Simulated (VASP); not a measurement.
Given:

```xyz
2
Lattice="0.0000 3.1838 3.2916 3.3232 0.0000 3.2916 3.3232 3.1838 0.0000" Properties=species:S:1:pos:R:3 pbc="T T T"
Hg     0.0000     0.0000     0.0000
Te     1.6931     1.5919     1.6458
```

Calculation: PBE GGA, VASP's PBE PAW potentials (set 64) (plane waves; VASP). Numerical set-up: 400 eV cut-off, KSPACING 0.3 per Å, Gaussian smearing of 0.050 eV, potentials Hg Te.

### Question
Give the force on each atom (eV/Å).

### Answer

```json
[
 {"atom": "Hg1", "Fx": "0.115", "Fy": "0.000", "Fz": "0.000"},
 {"atom": "Te2", "Fx": "-0.115", "Fy": "0.000", "Fz": "0.000"}
]
```

### Question
Give the stress tensor in GPa (positive for a compressed cell).

### Answer

```
 2.02   0.00   0.00
 0.00   2.53  -0.41
 0.00  -0.41   2.18
```
The pressure is its mean diagonal, 2.24 GPa.

The compound is HgTe in the zinc blende structure. The cell was not relaxed at this level, atoms are displaced from their ideal sites. The run is one of a series of settings (KGAMMA = .TRUE., KSPACING = 0.3, KPOINTS file removed against the base run), some of them coarse on purpose.
